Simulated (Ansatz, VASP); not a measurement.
**Cross-check of CsHgBr3 between VASP and Ansatz**

Aim: how closely do two programs agree when they are given the same cell, functional and k mesh? The cell is taken from a series of runs on this material, whose earlier steps may have relaxed, scaled, displaced or heated it; both programs get it as it stands.

Program: Ansatz 0.2.0. Level of theory: plane waves, with VASP 6.6.1 beside it; relaxation of cell and atoms at PBEsol. Results are calculated unless marked as measured.

### 1. Set-up

The structure is cubic, space group Pm-3m (No. 221). Conventional cell: a = 5.534 Å, b = 5.534 Å, c = 5.534 Å, α = 90.00°, β = 90.00°, γ = 90.00°. Nearest to Cs lie 12 Br at 3.91 Å. Hg has 6 Br at 2.77 Å nearest. Nearest to Br lie 2 Hg at 2.77 Å and 4 Cs at 3.91 Å. Farther neighbours and most contacts between anions are not listed.

Coordinates:

```
Cs Hg Br
1.0
     5.53411    0.00000    0.00000
     0.00000    5.53411    0.00000
     0.00000    0.00000    5.53411
Cs Hg Br
1 1 3
Direct
  0.00000 0.00000 0.00000
  0.50000 0.50000 0.50000
  0.00000 0.50000 0.50000
  0.50000 0.00000 0.50000
  0.50000 0.50000 0.00000
```

### 2. VASP: relaxation of cell and atoms, PBEsol, pair 1

The relaxed volume is the usual yardstick between codes: in a stiff, nearly cubic crystal its relative difference is about their pressure difference at one cell divided by the bulk modulus.

Lines of VASP's logs that name or quote its potential files are left out, and so is its time.

Input file INCAR:

```
SYSTEM = CsHgBr3
PREC = Accurate
ENCUT = 500
EDIFF = 1E-07
NELM = 120
ISMEAR = 0
SIGMA = 0.1
LREAL = .FALSE.
ALGO = Normal
GGA = PS
NBANDS = 27
LORBIT = 11
LWAVE = .FALSE.
LCHARG = .FALSE.
ISIF = 3
IBRION = 2
NSW = 80
EDIFFG = -0.005
LASPH = .TRUE.
GGA_COMPAT = .FALSE.
NELMIN = 4
KPAR = 2
```

Input file POSCAR:

```
CsHgBr3
1.0
    5.5341140000      0.0000000000      0.0000000000
    0.0000000000      5.5341140000      0.0000000000
    0.0000000000      0.0000000000      5.5341140000
Cs Hg Br
1 1 3
Direct
    0.0000000000      0.0000000000      0.0000000000
    0.5000000000      0.5000000000      0.5000000000
    0.0000000000      0.5000000000      0.5000000000
    0.5000000000      0.0000000000      0.5000000000
    0.5000000000      0.5000000000      0.0000000000
```

Input file KPOINTS:

```
Automatic mesh
0
Gamma
6 6 6
0 0 0
```

PAW data sets: Cs_sv, Hg and Br (PBE family, release 64).

Started as:

```bash
$ mpirun -np 2 vasp_std
```

Numbers of over 12 decimals in the logs are rounded to 6 here.

The log of the run:

```text
[banner, memory and clock lines left out]
running    2 mpi-ranks, on    1 nodes
 distrk:  each k-point on    1 cores,    2 groups
 distr:  one band on    1 cores,    1 groups

 POSCAR found type information on POSCAR CsHgBr
 POSCAR found :  3 types and       5 ions
|                                                                             |
|               ----> ADVICE to this user running VASP <----                  |
|                                                                             |
|     You enforced a specific xc type in the INCAR file but a different       |
|     [... a line on the potential file left out ...]
|     I HOPE YOU KNOW WHAT YOU ARE DOING!                                     |
|                                                                             |

 LDA part: xc-table for (Slater+PW92), standard interpolation
 POSCAR, INCAR and KPOINTS ok, starting setup
 FFT: planning ... GRIDC
 FFT: planning ... GRID_SOFT
 FFT: planning ... GRID
 WAVECAR not read
 entering main loop
       N       E                     dE             d eps       ncg     rms          rms(c)
DAV:   1     0.291287399422E+03    0.29129E+03   -0.18076E+04  1080   0.131E+03
DAV:   2     0.103009793198E+02   -0.28099E+03   -0.27481E+03  1338   0.261E+02
DAV:   3    -0.126774293701E+02   -0.22978E+02   -0.22905E+02  1278   0.785E+01
DAV:   4    -0.129601243724E+02   -0.28270E+00   -0.28226E+00  1340   0.954E+00
DAV:   5    -0.129625960400E+02   -0.24717E-02   -0.24712E-02  1315   0.866E-01    0.919E+00
DAV:   6    -0.121492113458E+02    0.81338E+00   -0.15737E+00  1325   0.144E+01    0.744E+00
DAV:   7    -0.120730116079E+02    0.76200E-01   -0.78398E-01  1305   0.499E+00    0.369E+00
DAV:   8    -0.120683772183E+02    0.46344E-02   -0.15553E-01  1326   0.349E+00    0.780E-01
DAV:   9    -0.120644149774E+02    0.39622E-02   -0.24903E-02  1310   0.167E+00    0.195E-01
DAV:  10    -0.120645798626E+02   -0.16489E-03   -0.28403E-03  1337   0.313E-01    0.791E-02
DAV:  11    -0.120645273473E+02    0.52515E-04   -0.28965E-04  1289   0.148E-01    0.456E-02
DAV:  12    -0.120645350187E+02   -0.76714E-05   -0.66524E-05  1297   0.453E-02    0.680E-03
DAV:  13    -0.120645347458E+02    0.27286E-06   -0.42782E-06  1402   0.177E-02    0.406E-03
DAV:  14    -0.120645350099E+02   -0.26402E-06   -0.54697E-07  1199   0.636E-03    0.266E-03
DAV:  15    -0.120645349670E+02    0.42858E-07   -0.61652E-08   934   0.132E-03
   1 F= -.12064535E+02 E0= -.12062251E+02  d E =-.120645E+02
 curvature:   0.00 expect dE= 0.000E+00 dE for cont linesearch  0.000E+00
 trial: gam= 0.00000 g(F)=  0.000E+00 g(S)=  0.588E-03 ort = 0.000E+00 (trialstep = 0.100E+01)
 search vector abs. value=  0.588E-03
 bond charge predicted
       N       E                     dE             d eps       ncg     rms          rms(c)
DAV:   1    -0.120697714077E+02   -0.52364E-02   -0.10734E-01  1138   0.230E+00    0.439E-01
DAV:   2    -0.120656467760E+02    0.41246E-02   -0.84972E-03  1167   0.768E-01    0.169E-01
DAV:   3    -0.120649550832E+02    0.69169E-03   -0.17999E-03  1164   0.259E-01    0.148E-01
DAV:   4    -0.120648725268E+02    0.82556E-04   -0.16594E-04  1191   0.691E-02    0.295E-02
DAV:   5    -0.120648645532E+02    0.79736E-05   -0.34081E-05  1249   0.508E-02    0.135E-02
DAV:   6    -0.120648639206E+02    0.63254E-06   -0.30678E-06  1258   0.125E-02    0.480E-03
DAV:   7    -0.120648639689E+02   -0.48228E-07   -0.50806E-07  1284   0.615E-03
   2 F= -.12064864E+02 E0= -.12062591E+02  d E =-.329002E-03
 trial-energy change:   -0.000329  1 .order   -0.000325   -0.000588   -0.000062
 step:   1.1116(harm=  1.1172)  dis= 0.00000  next Energy=   -12.064867 (dE=-0.332E-03)
 reached required accuracy - stopping structural energy minimisation
```

Parts of OUTCAR (step 2):

```text
ion  position               nearest neighbor table
   1  0.000  0.000  0.000-
   2  0.500  0.500  0.500-   3 2.77   4 2.77   5 2.77   5 2.77   4 2.77   3 2.77
   3  0.000  0.500  0.500-   2 2.77   2 2.77
   4  0.500  0.000  0.500-   2 2.77   2 2.77
   5  0.500  0.500  0.000-   2 2.77   2 2.77

  LATTYP: Found a simple cubic cell.
 ALAT       =     5.5341140000

 Subroutine GETGRP returns: Found 48 space group operations
 (whereof 48 operations were pure point group operations)

The static configuration has the point symmetry O_h .

 Found     20 irreducible k-points:

   k-points           NKPTS =     20   k-points in BZ     NKDIM =     20   number of bands    NBANDS=     27

   dimension x,y,z NGX =    40 NGY =   40 NGZ =   40
   dimension x,y,z NGXF=    80 NGYF=   80 NGZF=   80

   ENCUT  =  500.0 eV  36.75 Ry    6.06 a.u.  10.09 10.09 10.09*2*pi/ulx,y,z

   NELECT =      42.0000    total number of electrons

 k-points in reciprocal lattice and weights: Automatic mesh
   0.00000000  0.00000000  0.00000000       0.005
   0.16666667  0.00000000  0.00000000       0.028
   0.33333333  0.00000000  0.00000000       0.028
   0.50000000  0.00000000  0.00000000       0.014
   0.16666667  0.16666667  0.00000000       0.056
   0.33333333  0.16666667  0.00000000       0.111
   0.50000000  0.16666667  0.00000000       0.056
   0.33333333  0.33333333  0.00000000       0.056
   0.50000000  0.33333333  0.00000000       0.056
[...]
0.50000000  0.50000000  0.33333333       0.028
   0.50000000  0.50000000  0.50000000       0.005

 average (electrostatic) potential at core
       1 -49.3282       2 -41.9498       3 -64.3071       4 -64.3071       5 -64.3071

 E-fermi :   0.3543

 k-point     1 :       0.0000    0.0000    0.0000
  band No.  band energies     occupation
    ...
     18      -1.0508      2.00000
     19      -1.0508      2.00000
     20      -0.7603      2.00000
     21      -0.7603      2.00000
     22      -0.7603      2.00000
     23       4.5131      0.00000
     24       5.2129      0.00000
     25       5.2129      0.00000
     26       6.3634      0.00000
     27       6.3634      0.00000

 k-point     2 :       0.1667    0.0000    0.0000
  band No.  band energies     occupation
    ...
     18      -1.0664      2.00000
     19      -1.0664      2.00000
     20      -0.7980      2.00000
     21      -0.7980      2.00000
     22       0.1025      1.99963
     23       4.8563      0.00000
     24       5.4366      0.00000
     25       5.4896      0.00000
     26       6.4427      0.00000
     27       6.6202      0.00000

 k-point     3 :       0.3333    0.0000    0.0000
  band No.  band energies     occupation
    ...
     17      -1.2118      2.00000
     18      -1.0734      2.00000
     19      -1.0734      2.00000
     20      -0.8937      2.00000
     21      -0.8937      2.00000
     22       1.6282      0.00000
     23       5.6448      0.00000
     24       6.0632      0.00000
     25       6.1430      0.00000
     26       6.6405      0.00000
    ...

  Total        0.0149603      0.0149603      0.0149603      0.0000000     -0.0000000      0.0000000
  in kB        0.1408370      0.1408370      0.1408370      0.0000000     -0.0000000      0.0000000
  external PRESSURE =       0.1408370 kB  Pullay stress =       0.0000000 kB

  energy-cutoff  :      500.00
  volume of cell :      170.19
      direct lattice vectors                 reciprocal lattice vectors
     5.541726731 -0.000000000 -0.000000000     0.180449172  0.000000000 -0.000000000
    -0.000000000  5.541726731 -0.000000000     0.000000000  0.180449172 -0.000000000
     0.000000000  0.000000000  5.541726731     0.000000000  0.000000000  0.180449172

 POSITION                                       TOTAL-FORCE (eV/Angst)
 -----------------------------------------------------------------------------------
      0.00000      0.00000      0.00000         0.000000      0.000000      0.000000
      2.77086      2.77086      2.77086        -0.000000      0.000000      0.000000
     -0.00000      2.77086      2.77086         0.000000      0.000000      0.000000
      2.77086     -0.00000      2.77086         0.000000      0.000000      0.000000
      2.77086      2.77086     -0.00000         0.000000      0.000000      0.000000
 -----------------------------------------------------------------------------------
    total drift:                                0.000000      0.000000     -0.000000

  FREE ENERGIE OF THE ION-ELECTRON SYSTEM (eV)
  ---------------------------------------------------
  free  energy   TOTEN  =       -12.0648639689 eV

  energy  without entropy=      -12.0603183462  energy(sigma->0) =      -12.06259116

 reached required accuracy - stopping structural energy minimisation

 total charge
# of ion       s       p       d       tot
------------------------------------------
    1        1.842   4.695   0.020   6.557
    2        0.635   0.306   9.425  10.365
    3        1.609   3.199   0.014   4.822
    4        1.609   3.199   0.014   4.822
    5        1.609   3.199   0.014   4.822
--------------------------------------------------
tot          7.305  14.598   9.486  31.389

[... 3 further parts left out ...]
```

### 3. Ansatz: relaxation of cell and atoms, PBEsol, pair 1

Ansatz runs on its PAW soft_1 files.

The same cell, functional, mesh and smearing now go to Ansatz, which takes its cutoff from its data sets.

Input file input.yaml:

```yaml
crystal:
  lattice:
    - [5.5341137992, 0.0, 0.0]
    - [0.0, 5.5341137992, 0.0]
    - [0.0, 0.0, 5.5341137992]
  atoms:
    - { symbol: Cs, position: [0.0, 0.0, 0.0] }
    - { symbol: Hg, position: [0.5, 0.5, 0.5] }
    - { symbol: Br, position: [0.0, 0.5, 0.5] }
    - { symbol: Br, position: [0.5, 0.0, 0.5] }
    - { symbol: Br, position: [0.5, 0.5, 0.0] }
kpoints:
  mp_grid: { grid: [6, 6, 6] }
hamiltonian:
  xc: pbesol
  pseudopotentials: { kind: paw, azcp: { folder: soft_1 }, xc_functional: pbe }
scf:
  occupations: { method: gaussian, width: 0.1 }
output:
  forces: true
  stress: true
  eigenvalues: true
  write_density: true
  write_potential: true
  elf: true
  volumetric_format: npy
relax:
  adjacent_minimum: "off"
  f_tol: 0.005
  max_steps: 80
  cell: { stress_tol: 0.05 }
```

Started as:

```bash
$ ansatz run input.yaml --threads 4 --pin off --max-ram 10240MiB --backend cpu --events-out ev --progress --plain --runs-dir out
```

The log of the run:

```text
Engine: ansatz 0.2.0, aarch64-unknown-linux-gnu
Pseudopotentials: kind: paw
Pseudopotential: Cs, paw, valence charge 9, recommended cutoff 420 eV (normal), soft_1/Cs.paw.azcp
Pseudopotential: Hg, paw, valence charge 20, recommended cutoff 420 eV (normal), soft_1/Hg.paw.azcp
Pseudopotential: Br, paw, valence charge 7, recommended cutoff 420 eV (normal), soft_1/Br.paw.azcp
Functional definition: PBEsol
  exchange = pbesol_x
  correlation = pbesol_c
Crystal: 5 atoms, lattice volume = 169.490 Å³
Basis set: ecut = 420 eV, 3287 PW (Γ), exchange–correlation on 80×80×80 points (8 copies of the dense FFT grid, shifted against one another)
Bands: 30, of which v1, the nominal top of the filled ones, is band 25 counted from 1 (24 counted from 0)
Symmetry: 48 space group operations
Space group: Pm-3m (ITA 221), of the structure as read, at distance tolerance 5.5e-5 Å
k-points: 20 of 216
Non-local potential: Cs, projectors of the file, l = 0: 3, l = 1: 2, l = 2: 2, l = 3: 2
Non-local potential: Hg, projectors of the file, l = 0: 3, l = 1: 2, l = 2: 2, l = 3: 1
Non-local potential: Br, projectors of the file, l = 0: 2, l = 1: 2, l = 2: 2
PAW form: soft (Blöchl's): semilocal exchange-correlation on the pseudo side does not see the compensation charge
PAW frozen core: Cs, regenerated for the run's functional, and the local potential with it (the file was generated under x = pbe(κ = 0.804, μ = 0.219515), c = pbe(β = 0.066725))
PAW frozen core: Hg, regenerated for the run's functional, and the local potential with it (the file was generated under x = pbe(κ = 0.804, μ = 0.219515), c = pbe(β = 0.066725))
PAW frozen core: Br, regenerated for the run's functional, and the local potential with it (the file was generated under x = pbe(κ = 0.804, μ = 0.219515), c = pbe(β = 0.066725))
PAW one-centre angular grid: Cs, 194 points (default); XC on 64 Gauss nodes
PAW one-centre angular grid: Hg, 590 points (default); XC on 64 Gauss nodes
PAW one-centre angular grid: Br, 110 points (default); XC on 64 Gauss nodes
Initial density: superposition of atomic densities (chi_scale 0.1, normalization cell, long waves kept (reshape's long-wave potential 0.00 eV rms))
Initial wavefunctions: pseudopotential atomic-orbital guess
Functional: x = pbesol(κ = 0.804, μ = 0.123457), c = pbesol(β = 0.046)
SCF iter   1: F=—  HF=-27471.625282 eV  |F-HF|=—  |Δ(HF+E_count)|=         —  Δρ=2.82e-2  dr2=2.51e0  ethr=3.10e-3  ⟨swp⟩=8.0  Hψ=2772  notcnv=0
preconditioner: auto → Resta (q_TF=auto, 2.226 Å⁻¹)  ε∞=4.1  [insulator: Δε(μ)=0.154 eV  Ē_g=10.228 eV  σ=0.100 eV  W_gap=0.52  n_scr=26 (ndim 8)  ℏωp=18.0 eV  f_vac=0.012  D(μ)=0.94/eV (n_scr^D=0)  ε∞_Penn≈4.1]
SCF iter   2: F=—  HF=-27470.811991 eV  |F-HF|=—  |Δ(HF+E_count)|=   8.13e-1  Δρ=1.25e-2  dr2=7.93e-1  ethr=3.10e-3  ⟨swp⟩=3.8  Hψ=1210  notcnv=0  defer=16
SCF iter   3: F=—  HF=-27470.436763 eV  |F-HF|=—  |Δ(HF+E_count)|=   3.75e-1  Δρ=4.32e-3  dr2=8.61e-2  ethr=1.59e-3  ⟨swp⟩=3.4  Hψ=1212  notcnv=0  defer=16
SCF iter   4: F=—  HF=-27470.396434 eV  |F-HF|=—  |Δ(HF+E_count)|=   4.03e-2  Δρ=1.54e-3  dr2=7.18e-3  ethr=1.72e-4  ⟨swp⟩=2.6  Hψ=1166  notcnv=0  defer=17
SCF iter   5: F=—  HF=-27470.395903 eV  |F-HF|=—  |Δ(HF+E_count)|=   5.31e-4  Δρ=4.53e-4  dr2=4.01e-4  ethr=1.44e-5  ⟨swp⟩=2.1  Hψ=942  notcnv=0  defer=17
SCF iter   6: F=—  HF=-27470.396059 eV  |F-HF|=—  |Δ(HF+E_count)|=   1.56e-4  Δρ=1.10e-4  dr2=1.65e-5  ethr=8.02e-7  ⟨swp⟩=2.0  Hψ=992  notcnv=0  defer=17
SCF iter   7: F=—  HF=-27470.396055 eV  |F-HF|=—  |Δ(HF+E_count)|=   3.48e-6  Δρ=1.44e-5  dr2=2.69e-7  ethr=3.29e-8  ⟨swp⟩=2.0  Hψ=1041  notcnv=0  defer=17
SCF iter   8: F=-27470.396056 eV  HF=-27470.396056 eV  |F-HF|=1.57e-8  |Δ(HF+E_count)|=   5.89e-7  Δρ=2.96e-6  dr2=1.48e-8  ethr=2.00e-10  ⟨swp⟩=16.1  Hψ=5186  notcnv=0
SCF 1 converged in 8 iterations: F = -27470.396056 eV  dr2 = 1.48e-8
  greatest PAW one-centre occupation: 1.000 electrons in one spin orbital (limit 2), on the Hg atom at site 1 (counted from 0), in its partial waves of l = 0
relax step   1: F+E_penalty+E_count = -27470.39605607 eV  Δ(F+E_penalty+E_count) = +0.000e0 eV  max|allowed force component| = 1.870e-29 eV/Å  Δτ_max = 0.0000 Å  P = -0.017 GPa  Ω = 169.490 Å³  (8 SCF iters, dr2 threshold 1.00e-7 eV, accepted)
Initial density: handed on by an earlier stage of this run
Initial wavefunctions: pseudopotential atomic-orbital guess (no wavefunctions were taken with the density)
iter 1 solved again at ethr=3.97e-7 eV; its pass at ethr=3.10e-3 eV (dr2=1.98e-4 eV) is discarded
SCF iter   1: F=—  HF=-27470.396066 eV  |F-HF|=—  |Δ(HF+E_count)|=         —  Δρ=2.85e-6  dr2=1.34e-8  ethr=3.97e-7  ⟨swp⟩=3.0  Hψ=4430  notcnv=0
eigensolver tolerance schedule: the retry pair's looser diagonalisation over-reported the residual by 14831.86 of it (diagonalisation noise at an unbounded share of the residual, at the tolerance the schedule requests for it); recorded, not acted on — ethr = c·dr2/N_el stays at c = 1.0e-1
preconditioner: auto → Resta (q_TF=auto, 2.226 Å⁻¹)  ε∞=3.8  [insulator: Δε(μ)=0.173 eV  Ē_g=10.769 eV  σ=0.100 eV  W_gap=0.54  n_scr=26 (ndim 8)  ℏωp=18.0 eV  f_vac=0.038  D(μ)=0.91/eV (n_scr^D=0)  ε∞_Penn≈3.8]
SCF iter   2: F=—  HF=-27470.396056 eV  |F-HF|=—  |Δ(HF+E_count)|=   9.81e-6  Δρ=1.55e-6  dr2=3.67e-9  ethr=2.68e-11  ⟨swp⟩=3.1  Hψ=1489  notcnv=0
SCF iter   3: F=—  HF=-27470.396056 eV  |F-HF|=—  |Δ(HF+E_count)|=   9.80e-9  Δρ=5.51e-7  dr2=5.94e-10  ethr=7.35e-12  ⟨swp⟩=2.0  Hψ=960  notcnv=0
SCF iter   4: F=—  HF=-27470.396056 eV  |F-HF|=—  |Δ(HF+E_count)|=  9.79e-10  Δρ=2.15e-7  dr2=1.12e-10  ethr=1.19e-12  ⟨swp⟩=2.0  Hψ=1061  notcnv=0
SCF iter   5: F=-27470.396056 eV  HF=-27470.396056 eV  |F-HF|=0.00e0  |Δ(HF+E_count)|=  2.15e-10  Δρ=8.22e-8  dr2=1.49e-11  ethr=1.00e-12  ⟨swp⟩=8.1  Hψ=3275  notcnv=0
SCF 2 converged in 5 iterations: F = -27470.396056 eV  dr2 = 1.49e-11
relax step   2: F+E_penalty+E_count = -27470.39605607 eV  Δ(F+E_penalty+E_count) = -7.189e-9 eV  max|allowed force component| = 1.323e-29 eV/Å  Δτ_max = 0.0000 Å  P = -0.017 GPa  Ω = 169.490 Å³  stress off target by 1.68e-2 GPa  SCF on the basis re-selected at this cell (its energy is not comparable with the rows above)  (5 SCF iters)
basis re-selected at this cell: Δ(F+E_penalty+E_count) = -7.189e-9 eV, ΔP = -0.000 GPa vs the last step (what re-selecting the basis moved, of the pressure what is left beyond the Pulay correction that the steps carried, after the strain that the cell walked since its last selection, with what the two solves' SCF thresholds leave and, on support functions, any second-order correction that the steps lacked; it is no m [...]
SCF converged after 5 iterations
Free energy (F): -27470.396056 eV
Harris-Foulkes:  -27470.396056 eV  (|F-HF|=0.00e0)
Internal energy: -27470.391496 eV  (E = F + TS)
E sigma→0 (E₀):  -27470.393776 eV
Entropy (-TS):   -0.004560 eV (-0.912 meV/atom)
Fermi energy:    4.435648 eV
--- Per-component energies (eV) ---
  E_band       = -644.285073
  E_kinetic    = 1113.113713
  E_local      = -5120.714912  (includes V_loc(G=0)·N_el)
  E_nonlocal   = 267.591034
  E_hartree    = 2144.712735
  E_xc         = -970.493062
  E_vxc        = -712.087424  (∫ρ·V_xc dr)
  E_paw        = -21597.511212  (= ΣΔE_a)
  E_vpaw       = -481.613628  (= ΣTr[D̂ρ^β])
  E_aug_tail   = 0.000412  (compensation charges beyond the density's cutoff)
  E_ewald      = -3307.839890
  E_core_change = 0.749686  (= ΣΔE_core)
  E_smearing   = -0.004560  (= −TS)
  E_closure    = -0.000000  (closes the sum)
  Σ components = -27470.396056   (vs F -27470.396056, Δ=0.00e0)
--- Forces (eV/Å), atoms counted from 1 ---
  atom   1  Cs    -0.00000000     0.00000000     0.00000000
  atom   2  Hg     0.00000000    -0.00000000     0.00000000
  atom   3  Br     0.00000000     0.00000000     0.00000000
  atom   4  Br    -0.00000000    -0.00000000     0.00000000
  atom   5  Br     0.00000000    -0.00000000     0.00000000
  max |Σ_I F_I| component: 3.18e-29 eV/Å
--- Stress (GPa, compression-positive) ---
       -0.016788      -0.000000       0.000000
        0.000000      -0.016788       0.000000
       -0.000000       0.000000      -0.016788
  P = ⅓ Tr σ = -0.0168 GPa (-0.168 kbar)
--- Band table (eV; the first three rows and the last of 20) ---
  k-point 0: bands = [... 21 lower, 3.0063, 3.0063, 3.2978, 3.2978, 3.2978, 8.5880, 9.2797, 9.2797, ... 1 higher]
  k-point 1: bands = [... 21 lower, 2.9917, 2.9917, 3.2606, 3.2606, 4.1784, 8.9329, 9.5026, 9.5564, ... 1 higher]
  k-point 2: bands = [... 21 lower, 2.9870, 2.9870, 3.1658, 3.1658, 5.7147, 9.7237, 10.1294, 10.2121, ... 1 higher]
  k-point 19: bands = [... 21 lower, 3.6717, 3.6717, 4.4263, 4.4263, 8.8068, 8.8068, 8.8068, 9.4851, ... 1 higher]
--- Relaxed structure (1 steps of the walk, 1 accepted, 1 SCFs on fresh bases) ---
  F+E_penalty+E_count = -27470.39605607 eV   max|allowed force component| = 1.323e-29 eV/Å   (the final SCF, on the basis selected at the relaxed cell)
  cell:  # Å, volume = 169.4901 Å³
    - [5.5341137992, 0.0, 0.0]
    - [0.0, 5.5341137992, 0.0]
    - [0.0, 0.0, 5.5341137992]
  atoms:
    - { symbol: Cs, position: [0.0, 0.0, 0.0] }
    - { symbol: Hg, position: [0.5, 0.5, 0.5] }
    - { symbol: Br, position: [0.0, 0.5, 0.5] }
    - { symbol: Br, position: [0.5, 0.0, 0.5] }
    - { symbol: Br, position: [0.5, 0.5, 0.0] }
```

(Part 1 of 2 ends here.)

[Lines on the potential files, build, host, timing and source positions are cut from VASP's logs without a mark.]

[Logs are printed without paths, hosts, clocks, repeated set-up lines and the standing remarks that a program may print on its own settings, such as how far it seeks lower states.]

[Hosts, paths, dates, database ids (printed as entryN), source tags and the programs' standing remarks are cut or masked in the printed files.]
